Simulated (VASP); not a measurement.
Method: vdW-DF-cx, VASP's PBE PAW potentials (set 64) (plane waves; VASP).

VASP input:

**KPOINTS**
```
Regular mesh
0
G
 13 13 10
```

**POSCAR**
```
MgB2
1
    1.5429352633    -2.6724417733     0.0000000000
    1.5429352633     2.6724417733    -0.0000000000
    0.0000000000    -0.0000000000     3.4834573675
Mg B
1 2
Direct
  0.0000000000   0.0000000000   1.0000000000
  0.3333330000   0.6666670000   0.5000000000
  0.6666670000   0.3333330000   0.5000000000
```

**INCAR**
```
! general
SYSTEM    =  MgB2
PREC      =  Accurate
ENCUT     =  520   ! plane-wave cut-off (eV)
LREAL     =  .FALSE.
LASPH     =  .TRUE.

! electronic loop
EDIFF     =  1E-7
NELM      =  100   ! most electronic steps
ALGO      =  Normal   ! blocked Davidson

! smearing
ISMEAR    =  -5

! functional
GGA       =  CX
LUSE_VDW  =  .TRUE.
AGGAC     =  0.0

! ions
ISIF      =  2   ! forces and stress, cell fixed

! output
LWAVE     =  .FALSE.
LCHARG    =  .TRUE.
LORBIT    =  11   ! lm-projected
NEDOS     =  601   ! DOS grid

! other
LEFG      =  .TRUE.
```

POTCAR, in this order: Mg B (PBE.64 set). Program: vasp_std.

Output of the run:

**OSZICAR**
```
       N       E                     dE             d eps       ncg     rms          rms(c)
DAV:   1     0.753472696823E+01    0.75347E+01   -0.39266E+03  2112   0.839E+02
DAV:   2    -0.141347373753E+02   -0.21669E+02   -0.21042E+02  3000   0.110E+02
DAV:   3    -0.144064495990E+02   -0.27171E+00   -0.27011E+00  2640   0.145E+01
DAV:   4    -0.144069458932E+02   -0.49629E-03   -0.50132E-03  3152   0.530E-01
DAV:   5    -0.144069462139E+02   -0.32075E-06   -0.33918E-06  2568   0.890E-03    0.519E+00
DAV:   6    -0.131614383098E+02    0.12455E+01   -0.20386E+00  2232   0.767E+00    0.256E+00
DAV:   7    -0.129425164744E+02    0.21892E+00   -0.12180E+00  2400   0.592E+00    0.730E-01
DAV:   8    -0.129427046686E+02   -0.18819E-03   -0.11925E-01  2192   0.219E+00    0.419E-01
DAV:   9    -0.129353891268E+02    0.73155E-02   -0.28182E-02  2280   0.949E-01    0.642E-02
DAV:  10    -0.129355604863E+02   -0.17136E-03   -0.12063E-03  2968   0.239E-01    0.248E-02
DAV:  11    -0.129354824149E+02    0.78071E-04   -0.71670E-05  2264   0.583E-02    0.325E-03
DAV:  12    -0.129354975697E+02   -0.15155E-04   -0.34479E-06  2432   0.121E-02    0.103E-03
DAV:  13    -0.129354960660E+02    0.15037E-05   -0.76840E-08  2152   0.253E-03    0.275E-04
DAV:  14    -0.129354949914E+02    0.10746E-05   -0.16618E-08  1392   0.797E-04    0.744E-05
DAV:  15    -0.129354949025E+02    0.88897E-07   -0.66838E-10  1184   0.237E-04
   1 F= -.12935495E+02 E0= -.12935495E+02  d E =0.000000E+00
```

### OUTCAR
```
------------------------ aborting loop because EDIFF is reached ----------------------------------------
  FORCE on cell =-STRESS in cart. coord.  units (eV):
  Direction    XX          YY          ZZ          XY          YZ          ZX
  --------------------------------------------------------------------------------------
  Total       -0.1946203     -0.1946202      0.3325746     -0.0000000     -0.0000000      0.0000000
  in kB      -10.8543088    -10.8543048     18.5482626     -0.0000000     -0.0000000      0.0000000
  external PRESSURE =      -1.0534504 kB  Pullay stress =       0.0000000 kB
  volume of cell :       28.73
      direct lattice vectors                 reciprocal lattice vectors
     1.542935263 -2.672441773  0.000000000     0.324057666 -0.187094815  0.000000000
     1.542935263  2.672441773  0.000000000     0.324057666  0.187094815  0.000000000
     0.000000000  0.000000000  3.483457367     0.000000000  0.000000000  0.287071118
 POSITION                                       TOTAL-FORCE (eV/Angst)
 -----------------------------------------------------------------------------------
      0.00000      0.00000      0.00000         0.000000      0.000000      0.000000
      1.54294      0.89082      1.74173         0.000000      0.000000      0.000000
      1.54294     -0.89082      1.74173        -0.000000      0.000000      0.000000
 -----------------------------------------------------------------------------------
    total drift:                                0.000000     -0.000000      0.000000
  FREE ENERGIE OF THE ION-ELECTRON SYSTEM (eV)
  ---------------------------------------------------
  free  energy   TOTEN  =       -12.9354949025 eV

  energy  without entropy=      -12.9354949025  energy(sigma->0) =      -12.93549490

 total charge

# of ion       s       p       d       tot
------------------------------------------
    1        0.156   0.179   0.058   0.393
    2        0.688   1.234   0.000   1.922
    3        0.688   1.234   0.000   1.922
--------------------------------------------------
tot          1.532   2.647   0.058   4.237

 Electric field gradients after diagonalization (V/A^2)
 (convention: |V_zz| > |V_xx| > |V_yy|)
----------------------------------------------------------------------
 ion       V_xx      V_yy      V_zz     asymmetry (V_yy - V_xx)/ V_zz
----------------------------------------------------------------------
   1       0.232     0.232    -0.464       0.000
   2      -9.796    -9.796    19.592       0.000
   3      -9.796    -9.796    19.592       0.000
```
(Selected blocks of OUTCAR.)

For a metal the tetrahedron method with Blöchl corrections gives inexact stress and forces.

The compound is MgB2 in the AlB2 type structure. It was relaxed first.
